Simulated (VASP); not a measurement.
Level of theory: LDA (Ceperley-Alder, Perdew-Zunger), VASP's LDA PAW potentials (set 64) (plane waves; VASP 6.6.1).

VASP ran on this input.

### POSCAR
```
Ni
1
    0.0000000000     1.6386513755     1.6386513755
    1.6386513755     0.0000000000     1.6386513755
    1.6386513755     1.6386513755    -0.0000000000
Ni
1
Direct
  1.0000000000   0.0000000000   0.0000000000
```

File KPOINTS:
```
Automatic mesh
0
Gamma
  19 19 19
```

INCAR:
```
# general
SYSTEM  = Ni
PREC    = Accurate
ENCUT   = 500   # plane-wave cut-off (eV)
LREAL   = .FALSE.   # projection in real space or not
LASPH   = .TRUE.

# electronic loop
EDIFF   = 1E-6
NELM    = 100   # most electronic steps
ALGO    = Normal
LMAXMIX = 4

# smearing
ISMEAR  = 1
SIGMA   = 0.1

# spin
ISPIN   = 2
MAGMOM  = 0.6

# ions
IBRION  = 2   # conjugate gradients
NSW     = 40
ISIF    = 3   # ions, shape and volume
EDIFFG  = -0.02
PSTRESS = 450   # kbar

# output
LWAVE   = .FALSE.
LCHARG  = .FALSE.
LORBIT  = 10
```

POTCAR, in this order: Ni (LDA.64 set). Program: vasp_std.

The resulting files:

File OSZICAR:
```
       N       E                     dE             d eps       ncg     rms          rms(c)
DAV:   1     0.199082184017E+02    0.19908E+02   -0.47791E+03  8176   0.147E+03
DAV:   2    -0.712931976465E+01   -0.27038E+02   -0.25984E+02  8078   0.167E+02
DAV:   3    -0.749917997096E+01   -0.36986E+00   -0.36948E+00  8990   0.256E+01
DAV:   4    -0.750237133757E+01   -0.31914E-02   -0.31910E-02  8952   0.205E+00
DAV:   5    -0.750244339331E+01   -0.72056E-04   -0.72057E-04  9065   0.268E-01    0.131E+01
DAV:   6    -0.663443839497E+01    0.86800E+00   -0.12183E+01  8391   0.615E+01    0.501E+00
DAV:   7    -0.645978466496E+01    0.17465E+00   -0.13970E+00  8394   0.202E+01    0.287E+00
DAV:   8    -0.643123689384E+01    0.28548E-01   -0.29441E-02 11157   0.194E+00    0.889E-01
DAV:   9    -0.642968808799E+01    0.15488E-02   -0.58175E-04 11327   0.238E-01    0.256E-01
DAV:  10    -0.642928344629E+01    0.40464E-03   -0.25763E-04 10973   0.140E-01    0.340E-02
DAV:  11    -0.642929137116E+01   -0.79249E-05   -0.48082E-06  8386   0.316E-02    0.142E-02
DAV:  12    -0.642929247291E+01   -0.11018E-05   -0.34326E-06  4948   0.193E-02    0.330E-03
DAV:  13    -0.642929250382E+01   -0.30910E-07   -0.19657E-07  4069   0.511E-03
   1 F= -.39576160E+01 E0= -.39577128E+01  d E =-.395762E+01  mag=     0.5263
```

**OUTCAR**
```
------------------------ aborting loop because EDIFF is reached ----------------------------------------
  FORCE on cell =-STRESS in cart. coord.  units (eV):
  Direction    XX          YY          ZZ          XY          YZ          ZX
  --------------------------------------------------------------------------------------
  Total        2.4663103      2.4663103      2.4663103      0.0000000      0.0000000      0.0000000
  in kB      449.0230076    449.0230076    449.0230076      0.0000000      0.0000000      0.0000000
  external PRESSURE =      -0.9769924 kB  Pullay stress =     450.0000000 kB
  volume of cell :        8.80
      direct lattice vectors                 reciprocal lattice vectors
     0.000000000  1.638651376  1.638651376    -0.305128966  0.305128966  0.305128966
     1.638651376  0.000000000  1.638651376     0.305128966 -0.305128966  0.305128966
     1.638651376  1.638651376  0.000000000     0.305128966  0.305128966 -0.305128966
 POSITION                                       TOTAL-FORCE (eV/Angst)
 -----------------------------------------------------------------------------------
      0.00000      0.00000      0.00000         0.000000     -0.000000      0.000000
 -----------------------------------------------------------------------------------
    total drift:                                0.000000     -0.000000      0.000000
  FREE ENERGIE OF THE ION-ELECTRON SYSTEM (eV)
  ---------------------------------------------------
  free  energy   TOTEN  =        -6.4292925038 eV

  energy  without entropy=       -6.4295829152  energy(sigma->0) =       -6.42938931
  enthalpy is  TOTEN    =        -3.9576160083 eV   P V=        2.4716764955

 total charge

# of ion       s       p       d       tot
------------------------------------------
    1        0.602   0.717   8.467   9.786

 magnetization (x)

# of ion       s       p       d       tot
------------------------------------------
    1       -0.005  -0.019   0.543   0.519

 reached required accuracy - stopping structural energy minimisation
```
(Selected blocks of OUTCAR.)

### OUTCAR
```
 val. band max:       12.4395727845   @ k =  -0.4211   0.0526   0.0000

 cond. band min:      12.4426137366   @ k =  -0.4211   0.2105   0.0000


 Fermi energy:        12.4414950497

 spin component 1

 k-point     1 :       0.0000    0.0000    0.0000
  band No.  band energies     occupation
      1       1.8735      1.00000
      2       9.4754      1.00000
      3       9.4754      1.00000
      4       9.4754      1.00000
      5      11.0454      1.00000
      6      11.0454      1.00000
      7      37.9302      0.00000
      8      43.4310      0.00000
      9      43.4310      0.00000

 k-point     2 :       0.0526    0.0000    0.0000
  band No.  band energies     occupation
      1       2.0011      1.00000
      2       9.4343      1.00000
      3       9.5091      1.00000
      4       9.5091      1.00000
      5      11.0297      1.00000
      6      11.0297      1.00000
      7      37.7369      0.00000
      8      41.8559      0.00000
      9      43.2496      0.00000

 k-point     3 :       0.1053    0.0000    0.0000
  band No.  band energies     occupation
      1       2.3775      1.00000
      2       9.3220      1.00000
      3       9.5987      1.00000
      4       9.5987      1.00000
      5      10.9943      1.00000
      6      10.9943      1.00000
      7      36.6369      0.00000
      8      39.9793      0.00000
      9      42.8386      0.00000

 k-point     4 :       0.1579    0.0000    0.0000
  band No.  band energies     occupation
      1       2.9813      1.00000
      2       9.1716      1.00000
      3       9.7066      1.00000
      4       9.7066      1.00000
      5      10.9764      1.00000
      6      10.9764      1.00000
      7      34.2112      0.00000
      8      39.2189      0.00000
      9      42.3824      0.00000

 k-point     5 :       0.2105    0.0000    0.0000
  band No.  band energies     occupation
      1       3.7676      1.00000
...
```

The compound is Ni in the fcc structure. It was relaxed first under an external pressure of 45 GPa.
